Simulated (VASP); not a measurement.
Input:

```
W
1.0
   -1.58000     1.58000     1.58000
    1.58000    -1.58000     1.58000
    1.58000     1.58000    -1.58000
W
1
Cartesian
  0.00000   0.00000   0.00000
```

Method: PBE GGA, VASP's PBE PAW potentials (set 64) (plane waves; VASP). Run with 400 eV cut-off, 15×15×15 Γ-centred mesh, first-order Methfessel-Paxton smearing of 0.10 eV, potentials W_sv.

Energy and stress use the plane-wave basis of the starting cell.

Q: The ions, cell shape and volume are relaxed. What does this cell relax into?

A: 
```
W
1.0
   -1.59292     1.59292     1.59292
    1.59292    -1.59292     1.59292
    1.59292     1.59292    -1.59292
W
1
Direct
  0.00000   0.00000   0.00000
```
Space group Im-3m (229), at a tolerance of 0.03 Å.

Q: How do energy and volume change from the first to the last step?

A: The energy (σ→0) changes by -9.4 meV/atom and the volume by +2.5 %, in 4 ionic steps.

```tsv
step	E(σ→0) (eV)	max force (eV/Å)	pressure (GPa)	volume (Å³)
1	-12.9444	0.000	7.94	15.78
2	-12.8438	0.000	-22.27	17.63
3	-12.9538	0.000	-0.27	16.18
4	-12.9538	0.000	-0.03	16.17
```

The compound is W in the bcc structure. This run relaxes it. Symmetry was kept, so distortions that lower it aren't found.
